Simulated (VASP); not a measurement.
# HoN: interstitial Na from one void to a neighbouring one, part 4 of 4

Wanted: the minimum-energy path in HoN for this move: interstitial Na from one void to a neighbouring one. The start is a cell from a database of measured crystal structures.

VASP 6.6.1, plane waves and PAW; the level of theory is named at each step.

Still holding for the runs below: The data set Ho_3 holds the 4f electrons frozen in the core, so no f bands or f moments appear.

So far. Step 3 (Relax the start): The run ended after 13 ionic steps, 2.478 eV below its first step, once the forces on the free atoms met EDIFFG = -0.05. Step 4 (Relax the end): The run ended after 10 ionic steps, 1.904 eV below its first step, once the forces on the free atoms met EDIFFG = -0.05.

**5. Nudged elastic band**

Level of this step: r2SCAN, spin-polarised, with small moments to start from, 4f electrons in the core; plane waves and PAW (Ho_3, N, Na) (VASP).

Images on a straight line between the ends relax across the path, while springs keep them spaced along it.

Contents of INCAR:

```
SYSTEM = NaHo8N8
PREC = Normal
ENCUT = 400
EDIFF = 1E-05
NELM = 120
ISMEAR = 0
SIGMA = 0.05
LREAL = Auto
ALGO = Normal
METAGGA = R2SCAN
LASPH = .TRUE.
NBANDS = 82
ISPIN = 2
MAGMOM = 0 0 0.6 0 0 0 0 0 0 0.6 0 0 0 0 0 0 0.6
LMAXMIX = 6
LWAVE = .FALSE.
LCHARG = .FALSE.
IMAGES = 3
SPRING = -5
IBRION = 1
POTIM = 0.3
NSW = 60
EDIFFG = -0.05
ISYM = 0
ISIF = 0
```

Contents of POSCAR:

```
NaHo8N8
1.0
    0.0000000000      4.8556682524      4.8556682524
    4.8556682524      0.0000000000      4.8556682524
    4.8556682524      4.8556682524      0.0000000000
Ho N Na
8 8 1
Direct
    0.9887588896      0.9902435169      0.9896089374
    0.9906254166      0.9891323648      0.5306529265
    0.9901546896      0.5313916442      0.9890328223
    0.0068035442      0.4979578677      0.4974700987
    0.5310312186      0.9898288454      0.9888812199
    0.4978885950      0.0069063549      0.4971912497
    0.4976469060      0.4982678242      0.0059862518
    0.4986724027      0.4976613298      0.4969885000
    0.2533146042      0.2534279734      0.2524237554
    0.2534808070      0.2532570299      0.7401450438
    0.2527891533      0.7410212868      0.2531761558
    0.2424322893      0.7529948694      0.7522000627
    0.7403967657      0.2537383948      0.2521930838
    0.7525807020      0.2422726317      0.7521220770
    0.7525767426      0.7527704094      0.2416727323
    0.7529114682      0.7527269757      0.7519229171
    0.1246432228      0.1256941697      0.1242769828
```

Contents of KPOINTS:

```
Automatic mesh
0
Gamma
2 2 2
0 0 0
```

Contents of 00/POSCAR:

```
NaHo8N8
1.0
    0.0000000000      4.8556682524      4.8556682524
    4.8556682524      0.0000000000      4.8556682524
    4.8556682524      4.8556682524      0.0000000000
Ho N Na
8 8 1
Direct
    0.9887588896      0.9902435169      0.9896089374
    0.9906254166      0.9891323648      0.5306529265
    0.9901546896      0.5313916442      0.9890328223
    0.0068035442      0.4979578677      0.4974700987
    0.5310312186      0.9898288454      0.9888812199
    0.4978885950      0.0069063549      0.4971912497
    0.4976469060      0.4982678242      0.0059862518
    0.4986724027      0.4976613298      0.4969885000
    0.2533146042      0.2534279734      0.2524237554
    0.2534808070      0.2532570299      0.7401450438
    0.2527891533      0.7410212868      0.2531761558
    0.2424322893      0.7529948694      0.7522000627
    0.7403967657      0.2537383948      0.2521930838
    0.7525807020      0.2422726317      0.7521220770
    0.7525767426      0.7527704094      0.2416727323
    0.7529114682      0.7527269757      0.7519229171
    0.1246432228      0.1256941697      0.1242769828
```

Contents of 01/POSCAR:

```
NaHo8N8
1.0
    0.0000000000      4.8556682524      4.8556682524
    4.8556682524      0.0000000000      4.8556682524
    4.8556682524      4.8556682524      0.0000000000
Ho N Na
8 8 1
Direct
    0.9918893757      0.9928320240      0.9909925377
    0.9932599010      0.9923301086      0.5236539296
    0.9846277062      0.5260987298      0.9944403794
    0.0053558601      0.4965940857      0.4989898790
    0.5255416819      0.9844212010      0.9944775200
    0.4965262901      0.0051865304      0.4989799445
    0.5006177835      0.5008086662      0.0076859078
    0.5014051416      0.5005599823      0.4902048971
    0.2514293710      0.2515373621      0.2544982883
    0.2517095022      0.2514394294      0.7420482121
    0.2537496679      0.7424079587      0.2520529284
    0.2431101629      0.7545314799      0.7512460873
    0.7420164977      0.2544889836      0.2513375178
    0.7540667204      0.2431576137      0.7511763124
    0.7510383146      0.7511750348      0.2434089079
    0.7511462098      0.7511451460      0.7537122688
    0.1869923384      0.1880405261      0.0621486665
```

Contents of 02/POSCAR:

```
NaHo8N8
1.0
    0.0000000000      4.8556682524      4.8556682524
    4.8556682524      0.0000000000      4.8556682524
    4.8556682524      4.8556682524      0.0000000000
Ho N Na
8 8 1
Direct
    0.9950198618      0.9954205312      0.9923761380
    0.9958943853      0.9955278524      0.5166549327
    0.9791007228      0.5208058155      0.9998479365
    0.0039081760      0.4952303037      0.5005096592
    0.5200521451      0.9790135566      1.0000738201
    0.4951639852      0.0034667059      0.5007686394
    0.5035886610      0.5033495082      0.0093855637
    0.5041378806      0.5034586348      0.4834212942
    0.2495441379      0.2496467508      0.2565728212
    0.2499381974      0.2496218289      0.7439513804
    0.2547101824      0.7437946307      0.2509297010
    0.2437880365      0.7560680904      0.7502921119
    0.7436362297      0.2552395724      0.2504819517
    0.7555527388      0.2440425958      0.7502305478
    0.7494998866      0.7495796602      0.2451450836
    0.7493809514      0.7495633164      0.7555016206
    0.2493414540      0.2503868825      0.0000203502
```

Contents of 03/POSCAR:

```
NaHo8N8
1.0
    0.0000000000      4.8556682524      4.8556682524
    4.8556682524      0.0000000000      4.8556682524
    4.8556682524      4.8556682524      0.0000000000
Ho N Na
8 8 1
Direct
    0.9981503479      0.9980090383      0.9937597383
    0.9985288696      0.9987255962      0.5096559358
    0.9735737394      0.5155129012      1.0052554936
    0.0024604918      0.4938665217      0.5020294395
    0.5145626084      0.9736059123      1.0056701202
    0.4938016802      0.0017468814      0.5025573342
    0.5065595384      0.5058903503      0.0110852197
    0.5068706195      0.5063572874      0.4766376914
    0.2476589048      0.2477561396      0.2586473540
    0.2481668925      0.2478042284      0.7458545486
    0.2556706970      0.7451813026      0.2498064735
    0.2444659102      0.7576047009      0.7493381366
    0.7452559617      0.2559901611      0.2496263856
    0.7570387572      0.2449275778      0.7492847832
    0.7479614586      0.7479842856      0.2468812592
    0.7476156930      0.7479814868      0.7572909723
    0.3116905695      0.3127332389     -0.0621079662
```

Contents of 04/POSCAR:

```
NaHo8N8
1.0
    0.0000000000      4.8556682524      4.8556682524
    4.8556682524      0.0000000000      4.8556682524
    4.8556682524      4.8556682524      0.0000000000
Ho N Na
8 8 1
Direct
    1.0012808340      1.0005975454      0.9951433386
    1.0011633540      1.0019233400      0.5026569389
    0.9680467560      0.5102199868      1.0106630507
    0.0010128077      0.4925027397      0.5035492198
    0.5090730716      0.9681982679      1.0112664203
    0.4924393753      0.0000270569      0.5043460290
    0.5095304159      0.5084311923      0.0127848757
    0.5096033584      0.5092559399      0.4698540885
    0.2457736716      0.2458655283      0.2607218869
    0.2463955877      0.2459866279      0.7477577169
    0.2566312116      0.7465679745      0.2486832461
    0.2451437838      0.7591413114      0.7483841612
    0.7468756937      0.2567407499      0.2487708196
    0.7585247756      0.2458125598      0.7483390186
    0.7464230306      0.7463889110      0.2486174348
    0.7458504346      0.7463996571      0.7590803240
    0.3740396851      0.3750795953     -0.1242362825
```

PAW data sets: Ho_3, N and Na (PBE family, release 64).

The run is started by

```sh
mpirun -np 3 vasp_std
```

Output:

```text
[banner, memory and clock lines left out]
running    3 mpi-ranks, on    1 nodes
 each image running on    1 cores
[...]
01/POSCAR found :  3 types and      17 ions
 [... a notice as in an earlier step ...]

 LDA part: xc-table for (None), standard interpolation
[...]
00/POSCAR found :  3 types and      17 ions
[...]
04/POSCAR found :  3 types and      17 ions
|                                                                             |
|           W    W    AA    RRRRR   N    N  II  N    N   GGGG   !!!           |
|           W    W   A  A   R    R  NN   N  II  NN   N  G    G  !!!           |
|           W    W  A    A  R    R  N N  N  II  N N  N  G       !!!           |
|           W WW W  AAAAAA  RRRRR   N  N N  II  N  N N  G  GGG   !            |
|           WW  WW  A    A  R   R   N   NN  II  N   NN  G    G                |
|           W    W  A    A  R    R  N    N  II  N    N   GGGG   !!!           |
|                                                                             |
|     The distance between some ions is very small. Please check the          |
|     nearest-neighbor list in the OUTCAR file.                               |
|     I HOPE YOU KNOW WHAT YOU ARE DOING!                                     |
|                                                                             |

 POSCAR, INCAR and KPOINTS ok, starting setup
[...]
entering main loop
       N       E                     dE             d eps       ncg     rms          rms(c)
DAV:   1     0.112619037254E+04    0.11262E+04   -0.35840E+04  2936   0.117E+03
DAV:   2    -0.136991478324E+03   -0.12632E+04   -0.12082E+04  3472   0.636E+02
DAV:   3    -0.370493816497E+03   -0.23350E+03   -0.20729E+03  4328   0.216E+02
DAV:   4    -0.401318846654E+03   -0.30825E+02   -0.29625E+02  4318   0.813E+01
[...]
DAV:  13    -0.364107593593E+03   -0.49675E-04   -0.17780E-04  4136   0.887E-02    0.409E-02
DAV:  14    -0.364107631649E+03   -0.38056E-04   -0.66192E-05  3736   0.395E-02    0.304E-02
DAV:  15    -0.364107630746E+03    0.90275E-06   -0.58732E-06  2336   0.210E-02
   1 F= -.36410763E+03 E0= -.36410413E+03  d E =-.364108E+03  mag=     0.0205
[... from here on, the cycles between the ionic steps are left out ...]
   2 F= -.36533492E+03 E0= -.36533140E+03  d E =-.122729E+01  mag=     0.0042
   3 F= -.36558280E+03 E0= -.36557927E+03  d E =-.247876E+00  mag=     0.0006
   4 F= -.36567998E+03 E0= -.36567570E+03  d E =-.971807E-01  mag=     0.0001
   5 F= -.36574043E+03 E0= -.36573576E+03  d E =-.604527E-01  mag=     0.0001
   6 F= -.36579121E+03 E0= -.36578927E+03  d E =-.507814E-01  mag=     0.0000
   7 F= -.36580534E+03 E0= -.36580429E+03  d E =-.141344E-01  mag=     0.0000
   8 F= -.36581476E+03 E0= -.36581383E+03  d E =-.941822E-02  mag=    -0.0000
   9 F= -.36582496E+03 E0= -.36582412E+03  d E =-.102003E-01  mag=    -0.0000
  10 F= -.36583331E+03 E0= -.36583251E+03  d E =-.834662E-02  mag=     0.0000
  11 F= -.36585173E+03 E0= -.36585097E+03  d E =-.184207E-01  mag=    -0.0000
  12 F= -.36586712E+03 E0= -.36586637E+03  d E =-.153909E-01  mag=    -0.0000
  13 F= -.36588732E+03 E0= -.36588656E+03  d E =-.201997E-01  mag=     0.0000
  14 F= -.36591034E+03 E0= -.36590952E+03  d E =-.230232E-01  mag=    -0.0000
  15 F= -.36595629E+03 E0= -.36595530E+03  d E =-.459428E-01  mag=    -0.0000
  16 F= -.36598306E+03 E0= -.36598193E+03  d E =-.267763E-01  mag=    -0.0000
  17 F= -.36601004E+03 E0= -.36600875E+03  d E =-.269750E-01  mag=    -0.0000
  18 F= -.36603888E+03 E0= -.36603742E+03  d E =-.288371E-01  mag=    -0.0000
  19 F= -.36606166E+03 E0= -.36606005E+03  d E =-.227884E-01  mag=    -0.0000
  20 F= -.36607701E+03 E0= -.36607528E+03  d E =-.153502E-01  mag=    -0.0000
[...]
hard stop encountered!  aborting job ...
[...]
|     The electronic self-consistency was not achieved in the given           |
[...]
soft stop encountered!  aborting job ...
  21 F= -.36601046E+03 E0= -.36600856E+03  d E =-.380209E-02  mag=    -0.0000
 deleting file STOPCAR
```

It took 2.3 h on 3 MPI ranks of AMD EPYC 7R43, shared host; peak memory 0.94 GiB.

The run was stopped at its time limit, so it gives no result of its own.

**6. Summary of results**

| Item | Value |
| --- | --- |
| result | none |

In words: The session ends without its result: «nudged elastic band» met its time limit.

[Lines on the potential files, build, host, timing and source positions are cut from VASP's logs without a mark.]

[Logs are printed without paths, hosts, clocks, repeated set-up lines and the standing remarks that a program may print on its own settings, such as how far it seeks lower states.]

[Hosts, paths, dates, database ids (printed as entryN), source tags and the programs' standing remarks are cut or masked in the printed files.]

[Runs that stopped without an error message from VASP are left out.]
